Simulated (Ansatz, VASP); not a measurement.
# Se (Selenium) in two plane-wave programs

Aim: how closely do two programs agree when they are given the same cell, functional and k mesh? The structure shown is the start of the Ansatz relaxation below; VASP solves that cell, so the two are compared at the walk's first step.

Main program and level: Ansatz 0.2.0; plane waves, with VASP 6.6.1 beside it; single point at PBE.

## 1. Set-up

The structure is trigonal, space group P3_121 (No. 152). Conventional cell: a = 4.430 Å, b = 4.430 Å, c = 4.942 Å, α = 90.00°, β = 90.00°, γ = 120.00°. Se has 2 Se at 2.35 Å nearest.

Structure file:

```cif
data_structure
_symmetry_space_group_name_H-M 'P 1'
_symmetry_Int_Tables_number 1
_cell_length_a 4.4301
_cell_length_b 4.4301
_cell_length_c 4.9417
_cell_angle_alpha 90.000
_cell_angle_beta 90.000
_cell_angle_gamma 120.000
_cell_volume 83.99
loop_
_atom_site_label
_atom_site_type_symbol
_atom_site_fract_x
_atom_site_fract_y
_atom_site_fract_z
_atom_site_occupancy
Se1 Se 0.21877 0.00000 0.33333 1
Se2 Se 0.00000 0.21877 0.66667 1
Se3 Se 0.78123 0.78123 0.00000 1
```

## 2. Ansatz: relaxation, PBE

Ansatz runs on its default PAW (the set named soft_2) files.

The two programs are compared at the cell with which this relaxation starts, whose forces are those of its first step.

File input.yaml:

```yaml
crystal:
  lattice:
    - [4.430092282, 0.0, 0.0]
    - [-2.215046141, 3.8365724574, 0.0]
    - [0.0, 0.0, 4.9417313102]
  atoms:
    - { symbol: Se, position: [0.2187656607, 0.0, 0.3333333333] }
    - { symbol: Se, position: [0.0, 0.2187656607, 0.6666666667] }
    - { symbol: Se, position: [0.7812343393, 0.7812343393, 0.0] }
kpoints:
  mp_grid: { grid: [9, 9, 6] }
hamiltonian:
  xc: pbe
scf:
  occupations: { method: gaussian, width: 0.02 }
output:
  forces: true
  stress: true
  eigenvalues: true
relax:
  adjacent_minimum: "off"
  f_tol: 0.001
  max_steps: 60
  cell: { stress_tol: 0.02, fix: [volume] }
```

Command:

```console
$ ansatz run input.yaml --threads 4 --pin off --max-ram 8192MiB --backend cpu --events-out ev --progress --plain --runs-dir out
```

Numbers of over 12 decimals in the logs are rounded to 6 here.

What it wrote:

```text
Engine: ansatz 0.2.0, aarch64-unknown-linux-gnu
Pseudopotentials: kind: paw
Pseudopotential: Se, paw, valence charge 16, recommended cutoff 420 eV (normal), Se.paw.azcp
Functional definition: PBE
  parameter kappa = 0.804
  parameter beta = 0.066725
  exchange = pbe_x(kappa = kappa, mu = beta*pi^2/3)
  correlation = pbe_c(beta = beta)
Crystal: 3 atoms, lattice volume = 83.991 Å³
Basis set: ecut = 420 eV, 1631 PW (Γ), exchange–correlation on 60×60×72 points (8 copies of the dense FFT grid, shifted against one another)
Bands: 29, of which v1, the nominal top of the filled ones, is band 24 counted from 1 (23 counted from 0)
Symmetry: 6 space group operations
Space group: P3121 (ITA 152), of the structure as read, at distance tolerance 4.4e-5 Å
k-points: 62 of 486 (time reversal used)
Non-local potential: Se, projectors of the file, l = 0: 2, l = 1: 2, l = 2: 3, l = 3: 1
PAW form: soft (Blöchl's): semilocal exchange-correlation on the pseudo side does not see the compensation charge
PAW one-centre angular grid: Se, 590 points (default); XC on 64 Gauss nodes
Initial density: superposition of atomic densities (neutral atoms: chi_scale 0, normalization atom), corrected by the library's trained network
Initial wavefunctions: pseudopotential atomic-orbital guess
Functional: x = pbe(κ = 0.804, μ = 0.219515), c = pbe(β = 0.066725)
SCF iter   1: F=—  HF=-16407.183748 eV  |F-HF|=—  |Δ(HF+E_count)|=         —  Δρ=1.22e-3  dr2=7.30e-4  ethr=1.77e-3  ⟨swp⟩=6.2  Hψ=7859  notcnv=0
preconditioner: auto → Resta (q_TF=auto, 2.485 Å⁻¹)  ε∞=3.7  [insulator: Δε(μ)=1.091 eV  Ē_g=10.491 eV  σ=0.020 eV  W_gap=1.00  n_scr=20 (ndim 8)  ℏωp=17.2 eV  f_vac=0.115  D(μ)=0.00/eV (n_scr^D=0)  ε∞_Penn≈3.7]
SCF iter   2: F=—  HF=-16407.184218 eV  |F-HF|=—  |Δ(HF+E_count)|=   4.70e-4  Δρ=7.46e-4  dr2=2.75e-4  ethr=1.52e-6  ⟨swp⟩=2.0  Hψ=4031  notcnv=0  defer=62
SCF iter   3: F=—  HF=-16407.184556 eV  |F-HF|=—  |Δ(HF+E_count)|=   3.38e-4  Δρ=3.01e-4  dr2=5.22e-5  ethr=5.72e-7  ⟨swp⟩=3.0  Hψ=3460  notcnv=0  defer=62
SCF iter   4: F=—  HF=-16407.184645 eV  |F-HF|=—  |Δ(HF+E_count)|=   8.88e-5  Δρ=6.12e-5  dr2=2.29e-6  ethr=1.09e-7  ⟨swp⟩=2.0  Hψ=2514  notcnv=0  defer=62
SCF iter   5: F=—  HF=-16407.184647 eV  |F-HF|=—  |Δ(HF+E_count)|=   1.46e-6  Δρ=1.27e-5  dr2=1.77e-7  ethr=4.77e-9  ⟨swp⟩=2.0  Hψ=3224  notcnv=0  defer=62
SCF iter   6: F=-16407.184647 eV  HF=-16407.184647 eV  |F-HF|=1.19e-9  |Δ(HF+E_count)|=   1.50e-7  Δρ=3.64e-6  dr2=1.36e-8  ethr=2.08e-10  ⟨swp⟩=7.2  Hψ=7691  notcnv=0
SCF 1 converged in 6 iterations: F = -16407.184647 eV  dr2 = 1.36e-8
  greatest PAW one-centre occupation: 1.000 electrons in one spin orbital (limit 2), on the Se atom at site 2 (counted from 0), in its partial waves of l = 2
relax step   1: F+E_penalty+E_count = -16407.18464683 eV  Δ(F+E_penalty+E_count) = +0.000e0 eV  max|allowed force component| = 6.529e-1 eV/Å  Δτ_max = 0.0000 Å  P = +3.340 GPa  Ω = 83.991 Å³  fix = [volume]  reactions: volume +3.340 GPa  (6 SCF iters, dr2 threshold 1.00e-7 eV, accepted)
[...]
relax step   2: F+E_penalty+E_count = -16407.22744051 eV  Δ(F+E_penalty+E_count) = -4.279e-2 eV  max|allowed force component| = 8.899e-2 eV/Å  Δτ_max = 0.0324 Å  P = +1.078 GPa  Ω = 83.991 Å³  energy of the carried Pulay correction = -8.169e-19 eV  fix = [volume]  reactions: volume +1.078 GPa  (5 SCF iters, dr2 threshold 3.00e-7 eV, accepted)
[...]
relax step   3: F+E_penalty+E_count = -16407.23123519 eV  Δ(F+E_penalty+E_count) = -3.795e-3 eV  max|allowed force component| = 1.095e-2 eV/Å  Δτ_max = 0.0043 Å  P = +0.532 GPa  Ω = 83.991 Å³  energy of the carried Pulay correction = +1.634e-18 eV  fix = [volume]  reactions: volume +0.532 GPa  (5 SCF iters, dr2 threshold 3.00e-7 eV, accepted)
[...]
relax step   4: F+E_penalty+E_count = -16407.23145760 eV  Δ(F+E_penalty+E_count) = -2.224e-4 eV  max|allowed force component| = 1.208e-4 eV/Å  Δτ_max = 0.0004 Å  P = +0.402 GPa  Ω = 83.991 Å³  energy of the carried Pulay correction = +3.267e-18 eV  fix = [volume]  reactions: volume +0.402 GPa  (5 SCF iters, dr2 threshold 5.46e-8 eV, accepted)
[...]
relax step   5: F+E_penalty+E_count = -16407.23145018 eV  Δ(F+E_penalty+E_count) = +7.420e-6 eV  max|allowed force component| = 1.466e-4 eV/Å  Δτ_max = 0.0000 Å  P = +0.401 GPa  Ω = 83.991 Å³  fix = [volume]  reactions: volume +0.401 GPa  stress off target by 9.17e-4 GPa on what of the cell is left free  SCF on the basis re-selected at this cell (its energy is not comparable with the rows above)  (7 SCF iters)
basis re-selected at this cell: Δ(F+E_penalty+E_count) = +7.420e-6 eV, ΔP = -0.001 GPa vs the last step (what re-selecting the basis moved, of the pressure what is left beyond the Pulay correction that the steps carried, after the strain that the cell walked since its last selection, with what the two solves' SCF thresholds leave and, on support functions, any second-order correction that the steps lacked; it is no m [...]
SCF converged after 7 iterations
Free energy (F): -16407.231450 eV
Harris-Foulkes:  -16407.231450 eV  (|F-HF|=7.28e-12)
Internal energy: -16407.231450 eV  (E = F + TS)
E sigma→0 (E₀):  -16407.231450 eV
Fermi energy:    6.915136 eV
--- Per-component energies (eV) ---
  E_band       = -1240.981518
  E_kinetic    = 350.416449
  E_local      = -7778.050016  (includes V_loc(G=0)·N_el)
  E_nonlocal   = -1783.157657
  E_hartree    = 3804.376653
  E_xc         = -310.288490
  E_vxc        = -291.277382  (∫ρ·V_xc dr)
  E_paw        = -5736.085628  (= ΣΔE_a)
  E_vpaw       = 652.335498  (= ΣTr[D̂ρ^β])
  E_aug_tail   = -0.001799  (compensation charges beyond the density's cutoff)
  E_ewald      = -4954.440963
  E_smearing   = -0.000000  (= −TS)
  E_closure    = -0.000000  (closes the sum)
  Σ components = -16407.231450   (vs F -16407.231450, Δ=0.00e0)
--- Forces (eV/Å), atoms counted from 1 ---
  atom   1  Se    -0.00014656     0.00000000     0.00000000
  atom   2  Se     0.00007328    -0.00012693    -0.00000000
  atom   3  Se     0.00007328     0.00012693    -0.00000000
  max |Σ_I F_I| component: 8.33e-17 eV/Å
--- Stress (GPa, compression-positive) ---
        0.400333      -0.000000      -0.000000
        0.000000       0.400333       0.000000
       -0.000000       0.000000       0.401708
  P = ⅓ Tr σ = 0.4008 GPa (4.008 kbar)
--- Band table (eV; the first three rows and the last of 62) ---
  k-point 0: bands = [... 20 lower, 2.9530, 4.6269, 4.6269, 6.1280, 8.2479, 8.2479, 8.6489, 12.6360, ... 1 higher]
  k-point 1: bands = [... 20 lower, 3.0803, 4.6418, 4.8473, 5.9472, 8.0684, 8.0708, 8.4084, 13.2309, ... 1 higher]
  k-point 2: bands = [... 20 lower, 3.2551, 4.8103, 5.2039, 5.5192, 7.7593, 7.8144, 7.9915, 13.0168, ... 1 higher]
  k-point 61: bands = [... 20 lower, 1.7410, 5.5112, 6.3100, 6.3100, 7.3539, 9.0986, 9.0986, 13.2715, ... 1 higher]
--- Relaxed structure (4 steps of the walk, 4 accepted, 1 SCFs on fresh bases) ---
  F+E_penalty+E_count = -16407.23145018 eV   max|allowed force component| = 1.466e-4 eV/Å   (the final SCF, on the basis selected at the relaxed cell)
  cell:  # Å, volume = 83.9915 Å³
    - [4.374322, 0, 7.241125415259982e-18]
    - [-2.187161, 3.788274, -1.8102813538149897e-18]
    - [8.077415527144218e-18, 2.331749014476596e-18, 5.068543]
  atoms:
    - { symbol: Se, position: [0.227131, 0, 0.333333] }
    - { symbol: Se, position: [-2.9191783101596197e-17, 0.227131, 0.666667] }
    - { symbol: Se, position: [0.772869, 0.772869, -7.210090315703965e-19] }
```

## 3. VASP: single point, PBE, start cell, pair 1

The same cell, functional, mesh and smearing now go to VASP, with its own data sets.

Lines of VASP's logs that name or quote its potential files are left out, and so is its time.

File INCAR:

```
SYSTEM = Se
PREC = Accurate
ENCUT = 400
EDIFF = 1E-06
NELM = 120
ISMEAR = 0
SIGMA = 0.02
LREAL = .FALSE.
ALGO = Normal
GGA = PE
NBANDS = 15
LORBIT = 11
LWAVE = .FALSE.
LCHARG = .FALSE.
ISIF = 2
LASPH = .TRUE.
GGA_COMPAT = .FALSE.
EFERMI = MIDGAP
KPAR = 2
```

File POSCAR:

```
Se
1.0
    4.4300920000      0.0000000000      0.0000000000
   -2.2150460000      3.8365720000      0.0000000000
    0.0000000000      0.0000000000      4.9417310000
Se
3
Direct
    0.2187656599      0.0000000000      0.3333334008
    0.9999999732      0.2187656064      0.6666668016
    0.7812343668      0.7812343936      0.0000000000
```

File KPOINTS:

```
Automatic mesh
0
Gamma
9 9 6
0 0 0
```

PAW data sets: Se (PBE family, release 64).

Command:

```console
$ mpirun -np 2 vasp_std
```

What it wrote:

```text
[banner, memory and clock lines left out]
running    2 mpi-ranks, on    1 nodes
 distrk:  each k-point on    1 cores,    2 groups
 distr:  one band on    1 cores,    1 groups

 POSCAR found type information on POSCAR Se
 POSCAR found :  1 types and       3 ions
 LDA part: xc-table for (Slater+PW92), standard interpolation
 POSCAR, INCAR and KPOINTS ok, starting setup
 FFT: planning ... GRIDC
 FFT: planning ... GRID_SOFT
 FFT: planning ... GRID
 WAVECAR not read
 entering main loop
       N       E                     dE             d eps       ncg     rms          rms(c)
DAV:   1     0.744096940200E+02    0.74410E+02   -0.62337E+03  1860   0.805E+02
DAV:   2    -0.581122107562E+01   -0.80221E+02   -0.76491E+02  2450   0.150E+02
DAV:   3    -0.105031099991E+02   -0.46919E+01   -0.46739E+01  2224   0.418E+01
DAV:   4    -0.105365084350E+02   -0.33398E-01   -0.33388E-01  2469   0.420E+00
DAV:   5    -0.105367752669E+02   -0.26683E-03   -0.26682E-03  2315   0.362E-01    0.717E+00
DAV:   6    -0.104749572246E+02    0.61818E-01   -0.37988E-02  2336   0.126E+00    0.444E+00
DAV:   7    -0.104535654545E+02    0.21392E-01   -0.77677E-02  2238   0.178E+00    0.207E-01
DAV:   8    -0.104529037622E+02    0.66169E-03   -0.88454E-03  2091   0.605E-01    0.104E-01
DAV:   9    -0.104530193219E+02   -0.11556E-03   -0.31833E-04  2644   0.117E-01    0.344E-02
DAV:  10    -0.104530704678E+02   -0.51146E-04   -0.53440E-05  2182   0.508E-02    0.687E-03
DAV:  11    -0.104530746314E+02   -0.41637E-05   -0.88081E-06  2567   0.185E-02    0.398E-03
DAV:  12    -0.104530745520E+02    0.79376E-07   -0.15974E-06  1798   0.859E-03
   1 F= -.10453075E+02 E0= -.10453075E+02  d E =0.000000E+00
```

From OUTCAR (step 3):

```text
ion  position               nearest neighbor table
   1  0.219  0.000  0.333-   2 2.35   3 2.35
   2  1.000  0.219  0.667-   3 2.35   1 2.35
   3  0.781  0.781  0.000-   2 2.35   1 2.35

  LATTYP: Found a hexagonal cell.
 ALAT       =     4.4300920000
 C/A-ratio  =     1.1154917325

 Subroutine GETGRP returns: Found  6 space group operations
 (whereof  2 operations were pure point group operations)

The static configuration has the point symmetry C_2 .
 The point group associated with its full space group is D_3 .

 Found     62 irreducible k-points:

   k-points           NKPTS =     62   k-points in BZ     NKDIM =     62   number of bands    NBANDS=     15

   dimension x,y,z NGX =    30 NGY =   30 NGZ =   32
   dimension x,y,z NGXF=    60 NGYF=   60 NGZF=   64

   ENCUT  =  400.0 eV  29.40 Ry    5.42 a.u.   7.22  7.22  8.06*2*pi/ulx,y,z

   NELECT =      18.0000    total number of electrons

 k-points in reciprocal lattice and weights: Automatic mesh
   0.00000000  0.00000000  0.00000000       0.002
   0.11111111  0.00000000  0.00000000       0.012
   0.22222222  0.00000000  0.00000000       0.012
   0.33333333  0.00000000  0.00000000       0.012
   0.44444444  0.00000000  0.00000000       0.012
   0.11111111  0.11111111  0.00000000       0.012
   0.22222222  0.11111111  0.00000000       0.025
   0.33333333  0.11111111  0.00000000       0.025
   0.44444444  0.11111111  0.00000000       0.012
[...]
0.33333333  0.22222222  0.50000000       0.025
   0.33333333  0.33333333  0.50000000       0.004

 average (electrostatic) potential at core
       1 -56.3548       2 -56.3548       3 -56.3548

 E-fermi :   2.9809

 k-point     1 :       0.0000    0.0000    0.0000
  band No.  band energies     occupation
    ...
      5      -1.4787      2.00000
      6      -1.2742      2.00000
      7       0.3474      2.00000
      8       0.3474      2.00000
      9       2.0483      2.00000
     10       4.4603      0.00000
     11       4.4603      0.00000
     12       4.7645      0.00000
     13       8.4292      0.00000
     14       8.9389      0.00000
    ...

 k-point     2 :       0.1111    0.0000    0.0000
  band No.  band energies     occupation
    ...
      5      -1.6196      2.00000
      6      -1.1276      2.00000
      7       0.3524      2.00000
      8       0.5539      2.00000
      9       1.9593      2.00000
     10       4.3946      0.00000
     11       4.4524      0.00000
     12       4.8985      0.00000
     13       8.4199      0.00000
     14       8.9083      0.00000
    ...

 k-point     3 :       0.2222    0.0000    0.0000
  band No.  band energies     occupation
    ...
      5      -1.8769      2.00000
      6      -1.0864      2.00000
      7       0.3381      2.00000
      8       0.7213      2.00000
      9       1.7260      2.00000
     10       4.4388      0.00000
     11       4.5302      0.00000
     12       5.2583      0.00000
     13       8.5301      0.00000
     14       8.6447      0.00000
    ...

  Total        1.4487647      1.4487646      2.5389358     -0.0000000      0.0000000     -0.0000000
  in kB       27.6358765     27.6358735     48.4314085     -0.0000000      0.0000000     -0.0000000
  external PRESSURE =      34.5677195 kB  Pullay stress =       0.0000000 kB

  energy-cutoff  :      400.00
  volume of cell :       83.99
      direct lattice vectors                 reciprocal lattice vectors
     4.430092000  0.000000000  0.000000000     0.225728946  0.130324675  0.000000000
    -2.215046000  3.836572000  0.000000000     0.000000000  0.260649351  0.000000000
     0.000000000  0.000000000  4.941731000     0.000000000  0.000000000  0.202358242

 POSITION                                       TOTAL-FORCE (eV/Angst)
 -----------------------------------------------------------------------------------
      0.96915      0.00000      1.64724         0.691818     -0.000000      0.000000
      3.94552      0.83931      3.29449        -0.345909      0.599132      0.000000
      1.73047      2.99726      0.00000        -0.345909     -0.599132     -0.000000
 -----------------------------------------------------------------------------------
    total drift:                                0.000078      0.000151     -0.000357

  FREE ENERGIE OF THE ION-ELECTRON SYSTEM (eV)
  ---------------------------------------------------
  free  energy   TOTEN  =       -10.4530745520 eV

  energy  without entropy=      -10.4530745520  energy(sigma->0) =      -10.45307455

 total charge
# of ion       s       p       d       tot
------------------------------------------
    1        1.510   2.198   0.060   3.768
    2        1.510   2.198   0.060   3.768
    3        1.510   2.198   0.060   3.768
--------------------------------------------------
tot          4.530   6.593   0.181  11.303

[... 3 further parts left out ...]
```

The run ends at a pressure of 3.46 GPa, with forces up to 0.69 eV/Å.

## 4. Side by side

Known differences besides the potentials themselves: the data sets hold 48 valence electrons in Ansatz (on its default PAW (the set named soft_2) files) and 18 in VASP; the cutoff is 420 eV in Ansatz and 400 eV in VASP. Total energies have different zeros and are not compared.

Forces (eV/Å; atoms numbered as in POSCAR):

```csv
atom,"Ansatz x, y, z","VASP x, y, z"
Se1,"0.653, 0.000, 0.000","0.692, 0.000, 0.000"
Se2,"-0.326, 0.565, 0.000","-0.346, 0.599, 0.000"
Se3,"-0.326, -0.565, 0.000","-0.346, -0.599, 0.000"
```

The forces differ by 22 meV/Å r.m.s., which is 5.6 % of the r.m.s. force of 0.399 eV/Å (both taken over all components).

## 5. What the set-up changes

Further runs change the set-up of one program: Ansatz's method, potentials or start, or VASP's data sets, cutoff or form of LDA. The table gives that difference for each run.

| run | r.m.s. force difference (meV/Å) |
| --- | --- |
| as above | 22 |
| VASP with a cutoff of 500 eV (perhaps on Ansatz's relaxed cell) | 14 |

## 6. Ansatz: relaxation, PBE

The two programs are compared at the cell with which this relaxation starts, whose forces are those of its first step. The cell compared in this pair holds 92.03 Å³, against 83.99 Å³ for the pair before.

The structure compared here is the start of the Ansatz relaxation; VASP solves that cell, so the two are compared at the walk's first step.

Edit input.yaml of step 2 so:

```diff
@@ -2,5 +2,5 @@
   lattice:
-    - [4.430092282, 0.0, 0.0]
-    - [-2.215046141, 3.8365724574, 0.0]
-    - [0.0, 0.0, 4.9417313102]
+    - [4.5671915872, 0.0, 0.0]
+    - [-2.2835957936, 3.9553039384, 0.0]
+    - [0.0, 0.0, 5.0946644514]
   atoms:
```

Command:

```console
$ ansatz run input.yaml --threads 4 --pin off --max-ram 8192MiB --backend cpu --events-out ev --progress --plain --runs-dir out
```

What it wrote:

```text
[...]
Crystal: 3 atoms, lattice volume = 92.033 Å³
Basis set: ecut = 420 eV, 1847 PW (Γ), exchange–correlation on 64×64×72 points (8 copies of the dense FFT grid, shifted against one another)
Bands: 29, of which v1, the nominal top of the filled ones, is band 24 counted from 1 (23 counted from 0)
Symmetry: 6 space group operations
[...]
k-points: 62 of 486 (time reversal used)
[...]
--- Relaxed structure (4 steps of the walk, 4 accepted, 1 SCFs on fresh bases) ---
[...]
cell:  # Å, volume = 92.0332 Å³
    - [4.594877, 0, 0]
    - [-2.297438, 3.979280, -8.819566510163676e-19]
    - [0, -1.1360121162747215e-18, 5.033456]
  atoms:
    - { symbol: Se, position: [0.214981, 0, 0.333333] }
    - { symbol: Se, position: [1.3972948416427748e-17, 0.214981, 0.666667] }
    - { symbol: Se, position: [0.785019, 0.785019, 1.0872657454439571e-19] }
[key lines of the parts left out:]
SCF converged after 7 iterations
Free energy (F): -16407.236740 eV
Fermi energy:    5.870202 eV
P = ⅓ Tr σ = -0.1072 GPa (-1.072 kbar)
```

(Part 1 of 2 ends here.)

[Lines on the potential files, build, host, timing and source positions are cut from VASP's logs without a mark.]

[Logs are printed without paths, hosts, clocks, repeated set-up lines and the standing remarks that a program may print on its own settings, such as how far it seeks lower states.]

[Hosts, paths, dates, database ids (printed as entryN), source tags and the programs' standing remarks are cut or masked in the printed files.]

[Rows of further runs with another cutoff or data set may stand on the cell that Ansatz relaxed, not on the start cell of the pair above them.]
